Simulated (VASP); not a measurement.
Input of a VASP 6.6.1 run:

Contents of INCAR:

```
PREC = Normal
ENCUT = 520
EDIFF = 1E-4
ISMEAR = 0
SIGMA = 0.15
LREAL = Auto
LASPH = True
NELM = 60
ALGO = Fast
ISIF = 3
LWAVE = False
LCHARG = False
GGA = PE
IBRION = 2
NSW = 24
EDIFFG = -0.08
```

Contents of KPOINTS:

```
regular mesh
0
Gamma
  4 4 1
```

File POSCAR:

```
SnGeTe3
1.0
    4.6601958200      0.0000000000      0.0000000000
   -2.3300979100      4.0358479700      0.0000000000
    0.0000000000      0.0000000000     16.0248584700
Sn Ge Te
2 2 6
Direct
    0.0000000000      0.0000000000      0.0000000000
    0.0000000000      0.0000000000      0.5000000000
    0.3333333300      0.6666666700      0.2500000000
    0.6666666700      0.3333333300      0.7500000000
    0.6666666700      0.3333333300      0.9142199800
    0.3333333300      0.6666666700      0.4142199800
    0.3333333300      0.6666666700      0.0857800200
    0.6666666700      0.3333333300      0.5857800200
    0.0000000000      0.0000000000      0.7500000000
    0.0000000000      0.0000000000      0.2500000000
```

Potentials or basis: VASP PAW PBE potentials, release 64 (Sn_d, Ge_d, Te).

The run is started by

```console
$ cat potpaw_PBE.64/Sn_d/POTCAR potpaw_PBE.64/Ge_d/POTCAR potpaw_PBE.64/Te/POTCAR > POTCAR
$ mpirun -np 1 vasp_std > vasp.out
```

Question: What does it give for the space group after relaxing (to 0.05 Å)?

Answer: P6_3/mmc (No. 194).

Question: What does it give for the relaxed cell?

Answer: a = 4.814 Å, b = 4.814 Å, c = 17.372 Å, α = 90.00°, β = 90.00°, γ = 120.00°.

Final structure:
```cif
data_structure
_symmetry_space_group_name_H-M 'P 1'
_symmetry_Int_Tables_number 1
_cell_length_a 4.8145
_cell_length_b 4.8145
_cell_length_c 17.3721
_cell_angle_alpha 90.000
_cell_angle_beta 90.000
_cell_angle_gamma 120.000
_cell_volume 348.72
loop_
_atom_site_label
_atom_site_type_symbol
_atom_site_fract_x
_atom_site_fract_y
_atom_site_fract_z
_atom_site_occupancy
Sn1 Sn 0.00000 0.00000 0.00000 1
Sn2 Sn 0.00000 0.00000 0.50000 1
Ge1 Ge 0.33333 0.66667 0.25000 1
Ge2 Ge 0.66667 0.33333 0.75000 1
Te1 Te 0.66667 0.33333 0.91656 1
Te2 Te 0.33333 0.66667 0.41656 1
Te3 Te 0.33333 0.66667 0.08344 1
Te4 Te 0.66667 0.33333 0.58344 1
Te5 Te 0.00000 0.00000 0.75000 1
Te6 Te 0.00000 0.00000 0.25000 1
```

Caveat: the k mesh is coarse (spacing up to 0.39 Å⁻¹), so the values aren't converged. Spin-orbit coupling is left out, which matters for the levels of Te.
